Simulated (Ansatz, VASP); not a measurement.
HfIn4SiO6: VASP beside Ansatz

File INCAR:

```
SYSTEM = HfIn4SiO6
  ALGO = Fast
  EDIFF = 1E-6
  ENCUT = 520
  GGA = PE
  ISIF = 2
  ISMEAR = -1
  KPAR = 4
  LASPH = .True.
  LCHARG = .True.
  LORBIT = 11
  LREAL = .False.
  LVHAR = .True.
  LWAVE = .False.
  NELM = 100
  PREC = Accurate
  SIGMA = 0.05
```

KPOINTS

```
k-points
0
Gamma
  6 6 3
  0 0 0
```

Contents of POSCAR:

```
HfIn4SiO6
1.0
    5.3316200000      0.0159300000     -0.0483700000
   -2.5793300000      4.8819800000     -0.0191400000
   -1.5181300000     -1.2221600000      9.4552500000
Hf In Si O
1 4 1 6
Direct
    0.2380200000      0.0692800000      0.4027900000
    0.1454700000      0.5747100000      0.8703800000
    0.5244500000      0.7222000000      0.3488100000
    0.5731300000      0.3131600000      0.1209600000
    0.8825000000      0.3853100000      0.5641500000
    0.8811200000      0.9477000000      0.0377300000
    0.2644200000      0.4061300000      0.4886800000
    0.9571300000      0.7888600000      0.4878800000
    0.8398900000      0.6393800000      0.9858400000
    0.9905500000      0.0027000000      0.2137000000
    0.1366500000      0.2037300000      0.9786400000
    0.5666700000      0.9468400000      0.0004400000
```

Contents of input.yaml:

```yaml
crystal:
  lattice:
    - [5.33162, 0.01593, -0.04837]
    - [-2.57933, 4.88198, -0.01914]
    - [-1.51813, -1.22216, 9.45525]
  atoms:
    - { symbol: Hf, position: [0.23802, 0.06928, 0.40279] }
    - { symbol: In, position: [0.14547, 0.57471, 0.87038] }
    - { symbol: In, position: [0.52445, 0.7222, 0.34881] }
    - { symbol: In, position: [0.57313, 0.31316, 0.12096] }
    - { symbol: In, position: [0.8825, 0.38531, 0.56415] }
    - { symbol: Si, position: [0.88112, 0.9477, 0.03773] }
    - { symbol: O, position: [0.26442, 0.40613, 0.48868] }
    - { symbol: O, position: [0.95713, 0.78886, 0.48788] }
    - { symbol: O, position: [0.83989, 0.63938, 0.98584] }
    - { symbol: O, position: [0.99055, 0.0027, 0.2137] }
    - { symbol: O, position: [0.13665, 0.20373, 0.97864] }
    - { symbol: O, position: [0.56667, 0.94684, 0.00044] }
hamiltonian:
  xc: pbe
  pseudopotentials: { kind: paw }
kpoints:
  mp_grid: { grid: [6, 6, 3] }
scf:
  occupations: { method: fermi_dirac, width: 0.05 }
output:
  forces: true
  stress: true
  eigenvalues: true
  bader: true
  populations: true
```

The cell was built by a generator and needn't be a form met in nature.

Alike in both runs: task atomic charges; functional PBE; k mesh 6 × 6 × 3; occupations fermi-dirac, width 0.05 eV; no spin polarisation.

|  | VASP | Ansatz |
| --- | --- | --- |
| version | VASP 6.6.1 | Ansatz 0.2.0 |
| potentials or method | VASP PAW PBE potentials, release 64 (Hf_pv, In_d, Si, O) | Ansatz PAW |
| plane-wave cutoff (eV) | 520 | 420 |
| valence electrons in the cell | 102 | 118 |

VASP gave:

| Quantity | Value |
| --- | --- |
| gap on the k mesh at the Fermi level (eV) | 1.10 |
| least direct gap on the mesh (eV) | 1.24 |
| pressure (GPa) | -0.1 |
| largest component of the traceless stress (GPa) | 0.07 |
| rms of the force components (eV/Å) | 0.047 |

Problem. What did Ansatz give for the same quantities?

Solution. gap on the k mesh at the Fermi level (eV): 1.12; least direct gap on the mesh (eV): 1.25; pressure (GPa): 0.0; largest component of the traceless stress (GPa): 0.01; rms of the force components (eV/Å): 0.003.

Atom by atom the forces differ by 0.046 eV/Å (rms over components). The functional is the same, so the differences come from potentials, cutoffs and numerics. The two sets of potentials don't hold the same shells in valence.

Caveats: spin-orbit coupling is left out, which moves the levels of the heavy elements; an odd mesh through Γ misses points on the zone boundary, where band edges often lie (VASP); odd divisions of the mesh miss points on the zone boundary, where band edges often lie, so the gap on the mesh can be too wide (Ansatz); the pressure holds a Pulay correction of +0.3 GPa for the finite cutoff (Ansatz).
